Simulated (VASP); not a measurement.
All values below come from PBE GGA, VASP's PBE PAW potentials (set 64) (plane waves; VASP).

A VASP calculation is set up with these files.

POSCAR:
```
AgCd31Te32
1
   13.2498873621     0.0000000000     0.0000000000
    0.0000000000    13.2498873621    -0.0000000000
   -0.0000000000    -0.0000000000    13.2498873621
Cd Te Ag
31 32 1
Direct
  0.5000000000   0.0000000000   0.0000000000
  0.7500000000   0.2500000000   0.0000000000
  0.7500000000   0.0000000000   0.2500000000
  0.0000000000   0.0000000000   0.0000000000
  0.2500000000   0.2500000000   0.0000000000
  0.5000000000   0.5000000000   0.0000000000
  0.7500000000   0.7500000000   0.0000000000
  0.2500000000   0.0000000000   0.2500000000
  0.5000000000   0.2500000000   0.2500000000
  0.7500000000   0.5000000000   0.2500000000
  0.5000000000   0.0000000000   0.5000000000
  0.7500000000   0.2500000000   0.5000000000
  0.7500000000   0.0000000000   0.7500000000
  0.0000000000   0.5000000000   0.0000000000
  0.2500000000   0.7500000000   0.0000000000
  0.0000000000   0.2500000000   0.2500000000
  0.2500000000   0.5000000000   0.2500000000
  0.5000000000   0.7500000000   0.2500000000
  0.0000000000   0.0000000000   0.5000000000
  0.2500000000   0.2500000000   0.5000000000
  0.7500000000   0.7500000000   0.5000000000
  0.2500000000   0.0000000000   0.7500000000
  0.5000000000   0.2500000000   0.7500000000
  0.7500000000   0.5000000000   0.7500000000
  0.0000000000   0.7500000000   0.2500000000
  0.0000000000   0.5000000000   0.5000000000
  0.2500000000   0.7500000000   0.5000000000
  0.0000000000   0.2500000000   0.7500000000
  0.2500000000   0.5000000000   0.7500000000
  0.5000000000   0.7500000000   0.7500000000
  0.0000000000   0.7500000000   0.7500000000
  0.6250000000   0.1250000000   0.1250000000
  0.8750000000   0.3750000000   0.1250000000
  0.8750000000   0.1250000000   0.3750000000
  0.1250000000   0.1250000000   0.1250000000
  0.3750000000   0.3750000000   0.1250000000
  0.6250000000   0.6250000000   0.1250000000
  0.8750000000   0.8750000000   0.1250000000
  0.3750000000   0.1250000000   0.3750000000
  0.6253600000   0.3786060000   0.3780660000
  0.8750000000   0.6250000000   0.3750000000
  0.6250000000   0.1250000000   0.6250000000
  0.8750000000   0.3750000000   0.6250000000
  0.8750000000   0.1250000000   0.8750000000
  0.1250000000   0.6250000000   0.1250000000
  0.3750000000   0.8750000000   0.1250000000
  0.1250000000   0.3750000000   0.3750000000
  0.3758160000   0.6264730000   0.3753110000
  0.6250000000   0.8750000000   0.3750000000
  0.1250000000   0.1250000000   0.6250000000
  0.3759370000   0.3786140000   0.6262780000
  0.6231640000   0.6218400000   0.6263410000
  0.8750000000   0.8750000000   0.6250000000
  0.3750000000   0.1250000000   0.8750000000
  0.6250000000   0.3750000000   0.8750000000
  0.8750000000   0.6250000000   0.8750000000
  0.1250000000   0.8750000000   0.3750000000
  0.1250000000   0.6250000000   0.6250000000
  0.3750000000   0.8750000000   0.6250000000
  0.1250000000   0.3750000000   0.8750000000
  0.3750000000   0.6250000000   0.8750000000
  0.6250000000   0.8750000000   0.8750000000
  0.1250000000   0.8750000000   0.8750000000
  0.4995900000   0.4978740000   0.5029760000
```

### KPOINTS
```
Automatic
0
G
 1 1 1
0 0 0
```

### INCAR
```
ALGO = Fast
EDIFF = 1E-5
EDIFFG = -0.03
ENCUT = 400
GGA = PE
IBRION = 2
ISIF = 2
ISMEAR = 0
ISYM = 0
LASPH = .TRUE.
LCHARG = .FALSE.
LMAXMIX = 4
LREAL = Auto
LWAVE = .FALSE.
NELECT = 576.0
NELM = 100
NELMIN = 4
NSW = 60
PREC = Normal
SIGMA = 0.05
SYSTEM = AgCd31Te32
```

POTCAR, in this order: Cd Te Ag (PBE.64 set). Program: vasp_gam.

The run wrote:

OSZICAR:
```
...
RMM:   7    -0.150532026862E+03    0.49571E+00   -0.91532E+00   690   0.303E+00    0.692E+00
RMM:   8    -0.150512766233E+03    0.19261E-01   -0.60249E-01   690   0.131E+00    0.239E+00
RMM:   9    -0.150507746790E+03    0.50194E-02   -0.94072E-02   691   0.427E-01    0.921E-01
RMM:  10    -0.150508599905E+03   -0.85312E-03   -0.21174E-02   702   0.184E-01    0.326E-01
RMM:  11    -0.150509682256E+03   -0.10824E-02   -0.39108E-03   710   0.789E-02    0.124E-01
RMM:  12    -0.150509801803E+03   -0.11955E-03   -0.58396E-04   691   0.469E-02    0.609E-02
RMM:  13    -0.150509823984E+03   -0.22181E-04   -0.13971E-04   599   0.174E-02    0.676E-02
RMM:  14    -0.150509806705E+03    0.17279E-04   -0.50639E-05   511   0.981E-03    0.986E-02
RMM:  15    -0.150509841974E+03   -0.35270E-04   -0.14706E-04   665   0.159E-02    0.648E-02
RMM:  16    -0.150509843110E+03   -0.11361E-05   -0.10476E-05   405   0.558E-03
   1 F= -.15050984E+03 E0= -.15050984E+03  d E =-.150510E+03
       N       E                     dE             d eps       ncg     rms          rms(c)
DAV:   1    -0.150550050381E+03   -0.40208E-01   -0.22713E+01   732   0.693E+00    0.845E-01
RMM:   2    -0.150560711026E+03   -0.10661E-01   -0.13650E-01   690   0.620E-01    0.194E-01
RMM:   3    -0.150562241223E+03   -0.15302E-02   -0.19645E-02   690   0.234E-01    0.161E-01
RMM:   4    -0.150562189587E+03    0.51636E-04   -0.31524E-03   696   0.893E-02    0.112E-01
RMM:   5    -0.150562176281E+03    0.13305E-04   -0.96066E-04   691   0.468E-02    0.296E-02
RMM:   6    -0.150562184376E+03   -0.80948E-05   -0.14999E-04   633   0.169E-02    0.193E-02
RMM:   7    -0.150562188426E+03   -0.40500E-05   -0.38863E-05   513   0.926E-03
   2 F= -.15056219E+03 E0= -.15056219E+03  d E =-.523453E-01
       N       E                     dE             d eps       ncg     rms          rms(c)
DAV:   1    -0.150578948194E+03   -0.16764E-01   -0.22094E+01   724   0.686E+00    0.849E-01
RMM:   2    -0.150589187161E+03   -0.10239E-01   -0.13212E-01   690   0.615E-01    0.191E-01
RMM:   3    -0.150590651318E+03   -0.14642E-02   -0.19014E-02   690   0.231E-01    0.160E-01
RMM:   4    -0.150590597922E+03    0.53396E-04   -0.30730E-03   697   0.881E-02    0.112E-01
RMM:   5    -0.150590582409E+03    0.15513E-04   -0.88168E-04   690   0.454E-02    0.293E-02
RMM:   6    -0.150590591628E+03   -0.92197E-05   -0.14104E-04   634   0.164E-02    0.185E-02
RMM:   7    -0.150590595185E+03   -0.35563E-05   -0.38285E-05   504   0.924E-03
   3 F= -.15059060E+03 E0= -.15059060E+03  d E =-.807521E-01
       N       E                     dE             d eps       ncg     rms          rms(c)
DAV:   1    -0.150533716355E+03    0.56875E-01   -0.88579E+01   708   0.137E+01    0.179E+00
RMM:   2    -0.150575979555E+03   -0.42263E-01   -0.54113E-01   690   0.128E+00    0.408E-01
RMM:   3    -0.150581867512E+03   -0.58880E-02   -0.76490E-02   690   0.469E-01    0.326E-01
RMM:   4    -0.150581771769E+03    0.95743E-04   -0.12149E-02   697   0.179E-01    0.259E-01
RMM:   5    -0.150581581725E+03    0.19004E-03   -0.39300E-03   690   0.960E-02    0.610E-02
RMM:   6    -0.150581621484E+03   -0.39759E-04   -0.61385E-04   680   0.338E-02    0.364E-02
RMM:   7    -0.150581628884E+03   -0.73999E-05   -0.16684E-04   648   0.193E-02    0.271E-02
RMM:   8    -0.150581635009E+03   -0.61245E-05   -0.31533E-05   482   0.868E-03
   4 F= -.15058164E+03 E0= -.15058164E+03  d E =-.717919E-01
       N       E                     dE             d eps       ncg     rms          rms(c)
DAV:   1    -0.150579424973E+03    0.22039E-02   -0.35026E+01   708   0.871E+00    0.108E+00
RMM:   2    -0.150595743290E+03   -0.16318E-01   -0.21058E-01   690   0.785E-01    0.256E-01
RMM:   3    -0.150598017226E+03   -0.22739E-02   -0.30029E-02   690   0.293E-01    0.197E-01
RMM:   4    -0.150597940971E+03    0.76255E-04   -0.48246E-03   696   0.112E-01    0.143E-01
RMM:   5    -0.150597899749E+03    0.41221E-04   -0.14129E-03   690   0.577E-02    0.363E-02
RMM:   6    -0.150597914256E+03   -0.14507E-04   -0.22338E-04   647   0.208E-02    0.222E-02
RMM:   7    -0.150597918761E+03   -0.45049E-05   -0.61056E-05   564   0.117E-02
   5 F= -.15059792E+03 E0= -.15059792E+03  d E =-.880757E-01
       N       E                     dE             d eps       ncg     rms          rms(c)
DAV:   1    -0.150597765913E+03    0.14834E-03   -0.44917E-01   724   0.980E-01    0.126E-01
RMM:   2    -0.150597971194E+03   -0.20528E-03   -0.26705E-03   690   0.874E-02    0.293E-02
RMM:   3    -0.150598000431E+03   -0.29237E-04   -0.38421E-04   683   0.330E-02    0.210E-02
RMM:   4    -0.150597998910E+03    0.15219E-05   -0.60410E-05   577   0.125E-02
   6 F= -.15059800E+03 E0= -.15059800E+03  d E =-.881558E-01
       N       E                     dE             d eps       ncg     rms          rms(c)
DAV:   1    -0.150597972019E+03    0.28412E-04   -0.90813E-02   708   0.441E-01    0.566E-02
RMM:   2    -0.150598013917E+03   -0.41898E-04   -0.53035E-04   687   0.393E-02    0.132E-02
RMM:   3    -0.150598019213E+03   -0.52955E-05   -0.75834E-05   563   0.148E-02    0.887E-03
RMM:   4    -0.150598018648E+03    0.56493E-06   -0.11822E-05   402   0.549E-03
   7 F= -.15059802E+03 E0= -.15059802E+03  d E =-.881755E-01
       N       E                     dE             d eps       ncg     rms          rms(c)
DAV:   1    -0.150605261644E+03   -0.72424E-02   -0.40051E+00   708   0.306E+00    0.414E-01
RMM:   2    -0.150607879328E+03   -0.26177E-02   -0.31592E-02   690   0.294E-01    0.106E-01
RMM:   3    -0.150608242873E+03   -0.36354E-03   -0.43344E-03   690   0.113E-01    0.955E-02
RMM:   4    -0.150608247572E+03   -0.46997E-05   -0.74684E-04   694   0.439E-02    0.621E-02
RMM:   5    -0.150608249644E+03   -0.20715E-05   -0.20429E-04   658   0.223E-02    0.132E-02
RMM:   6    -0.150608251726E+03   -0.20818E-05   -0.39074E-05   490   0.873E-03
   8 F= -.15060825E+03 E0= -.15060825E+03  d E =-.102331E-01
       N       E                     dE             d eps       ncg     rms          rms(c)
DAV:   1    -0.150609299307E+03   -0.10497E-02   -0.86724E+00   708   0.451E+00    0.612E-01
RMM:   2    -0.150614981229E+03   -0.56819E-02   -0.68548E-02   690   0.433E-01    0.158E-01
RMM:   3    -0.150615777731E+03   -0.79650E-03   -0.94679E-03   691   0.166E-01    0.145E-01
RMM:   4    -0.150615780768E+03   -0.30371E-05   -0.15134E-03   692   0.639E-02    0.936E-02
RMM:   5    -0.150615785265E+03   -0.44970E-05   -0.47860E-04   689   0.339E-02    0.190E-02
RMM:   6    -0.150615787898E+03   -0.26335E-05   -0.89700E-05   577   0.137E-02
   9 F= -.15061579E+03 E0= -.15061579E+03  d E =-.177693E-01
       N       E                     dE             d eps       ncg     rms          rms(c)
DAV:   1    -0.150615856931E+03   -0.71666E-04   -0.67053E-01   740   0.126E+00    0.165E-01
RMM:   2    -0.150616303580E+03   -0.44665E-03   -0.53201E-03   690   0.120E-01    0.449E-02
RMM:   3    -0.150616364914E+03   -0.61334E-04   -0.72341E-04   690   0.459E-02    0.434E-02
RMM:   4    -0.150616365334E+03   -0.42072E-06   -0.12613E-04   641   0.179E-02    0.274E-02
RMM:   5    -0.150616365923E+03   -0.58857E-06   -0.35848E-05   499   0.927E-03
  10 F= -.15061637E+03 E0= -.15061637E+03  d E =-.183473E-01
       N       E                     dE             d eps       ncg     rms          rms(c)
DAV:   1    -0.150617684726E+03   -0.13194E-02   -0.26857E+00   708   0.257E+00    0.301E-01
RMM:   2    -0.150619182907E+03   -0.14982E-02   -0.17968E-02   690   0.234E-01    0.782E-02
RMM:   3    -0.150619413117E+03   -0.23021E-03   -0.25372E-03   691   0.886E-02    0.634E-02
RMM:   4    -0.150619419470E+03   -0.63528E-05   -0.40367E-04   695   0.337E-02    0.422E-02
RMM:   5    -0.150619421157E+03   -0.16866E-05   -0.92801E-05   663   0.164E-02
  11 F= -.15061942E+03 E0= -.15061942E+03  d E =-.305523E-02
```

**OUTCAR**
```
------------------------ aborting loop because EDIFF is reached ----------------------------------------
  FORCE on cell =-STRESS in cart. coord.  units (eV):
  Direction    XX          YY          ZZ          XY          YZ          ZX
  --------------------------------------------------------------------------------------
  Total        4.6935436      4.6541251      4.7046870      0.0555238     -0.0067789      0.0320538
  in kB        3.2327706      3.2056203      3.2404458      0.0382431     -0.0046691      0.0220777
  external PRESSURE =       3.2262789 kB  Pullay stress =       0.0000000 kB
  volume of cell :     2326.14
      direct lattice vectors                 reciprocal lattice vectors
    13.249887362  0.000000000  0.000000000     0.075472340  0.000000000  0.000000000
     0.000000000 13.249887362  0.000000000     0.000000000  0.075472340  0.000000000
     0.000000000  0.000000000 13.249887362     0.000000000  0.000000000  0.075472340
  FREE ENERGIE OF THE ION-ELECTRON SYSTEM (eV)
  ---------------------------------------------------
  free  energy   TOTEN  =      -150.6194211566 eV

  energy  without entropy=     -150.6194211566  energy(sigma->0) =     -150.61942116

 reached required accuracy - stopping structural energy minimisation
```
(Selected blocks of OUTCAR.)

**CONTCAR**
```
AgCd31Te32
   1.00000000000000
    13.2498873621000008    0.0000000000000000    0.0000000000000000
     0.0000000000000000   13.2498873621000008    0.0000000000000000
     0.0000000000000000    0.0000000000000000   13.2498873621000008
  Cd              Te              Ag
    31    32     1
Direct
     0.4999958187713822    0.0001662470975024    0.0000206337217399
     0.7498382430908435    0.2500441826713259    0.0003918187699122
     0.7496810983555009    0.0002512601781905    0.2502727384513997
     0.9999825030119339    0.0000002027819934    0.9999893783445489
     0.2503885269367078    0.2502951128365735    0.9998694118753007
     0.4999292443108653    0.4999315263126464    0.0000655772171148
     0.7497526105208410    0.7497823258310471    0.9997416612637688
     0.2503708736447111    0.9999268033926294    0.2503759144522498
     0.5034606555409117    0.2525004620463210    0.2524971546722992
     0.7482327307948631    0.4973229673567879    0.2519117209225347
     0.4999377462869611    0.0000162792781797    0.4999147108135775
     0.7481340765560447    0.2519324382671996    0.4971672659288159
     0.7497404551338467    0.9997943880533833    0.7496576999281388
     0.9999763306207815    0.5000303600410876    0.0000992477468526
     0.2500505099467584    0.7499014109062256    0.0004148045406742
     0.9998351929034733    0.2503215211494392    0.2503304780851389
     0.2521959240903076    0.5031832255533201    0.2521390117945058
     0.4972351432600691    0.7482770137784865    0.2518498195413254
     0.9999211612820255    0.0000641696350663    0.5000082069511418
     0.2520992545881415    0.2521030913790185    0.5031191827080849
     0.7476359047701252    0.7476403490423376    0.5034357199218722
     0.2502196993928623    0.0002769150532901    0.7497319699773398
     0.4972522031668927    0.2518285254149691    0.7482426429232525
     0.7484057983391015    0.5025446245632857    0.7485077955858721
     0.0002395383323511    0.7498000955080040    0.2502347209826573
     0.9999886049469345    0.4999689730071419    0.4998902347005739
     0.2519255052502170    0.7482085740966086    0.4971032713016330
     0.0003305024455068    0.2501078143656667    0.7498119996119573
     0.2513218782919757    0.4978946764495057    0.7487394837509316
     0.5027240634798170    0.7481986721778497    0.7482547828806712
     0.9997219829456401    0.7498671143446264    0.7497317447197698
     0.6248574868622900    0.1249066933401952    0.1249450683253099
     0.8752218062396611    0.3750579007934204    0.1247889525581642
     0.8751980585228027    0.1248321579753486    0.3750483940965862
     0.1250239652619604    0.1250385448011201    0.1250245417921423
     0.3750337084731546    0.3749171809688662    0.1256349762608036
     0.6251179793179005    0.6251208921638605    0.1253246575192620
     0.8749629924034116    0.8749812339321386    0.1250261872193533
     0.3750045213459522    0.1257256657598506    0.3749621405857090
     0.6232689297936195    0.3775046030527657    0.3774033397492313
     0.8745027311040674    0.6252785885504570    0.3751057653386670
     0.6250666413456087    0.1255346951754946    0.6251070533639920
     0.8747005089104325    0.3748834606128441    0.6251540456238809
     0.8749704632445393    0.1250237563738585    0.8749707492190455
     0.1247612702821876    0.6249939693932206    0.1248262653619837
     0.3749682218858529    0.8753353671337678    0.1247233679110205
     0.1255895743534770    0.3749675929883814    0.3749850511171157
     0.3774071735406672    0.6231167367345241    0.3773951910745369
     0.6252349715878917    0.8744540499658005    0.3751187364204288
     0.1247943331271637    0.1247971332439460    0.6249339597405913
     0.3763657464990465    0.3769345012719698    0.6240625630316197
     0.6229686953419004    0.6227323020807715    0.6236328513154599
     0.8750945716130177    0.8751197839007147    0.6248899348474813
     0.3750330539546218    0.1247787161768494    0.8752416430989040
     0.6251037378610139    0.3748467030652661    0.8747457300696602
     0.8753454560647889    0.6250329266739617    0.8753259973016425
     0.1247240773245225    0.8753380750229246    0.3749889644141424
     0.1252938162169625    0.6252410469252715    0.6250464328332063
     0.3749362169530392    0.8745685984283852    0.6251834665613804
     0.1246315842852154    0.3750061790950294    0.8754343779273545
     0.3749158951121188    0.6252502387209397    0.8748418934521380
     0.6249706069364509    0.8753108061276572    0.8752905485477758
     0.1250218889058958    0.8749808268377176    0.8749793631828627
     0.4992525343203736    0.4996147501429685    0.5013089860528865
```

The cell is charged, with a uniform compensating background. The supercell is sampled at Γ alone, which is coarse: total energies, pressure and levels can be off, energies of defects by several tenths of an eV.

The cell is a supercell with a defect, built from CdTe (zinc blende): Ag_Cd, charge -1. The run is not spin-polarised, so no state with unpaired spins was tried.
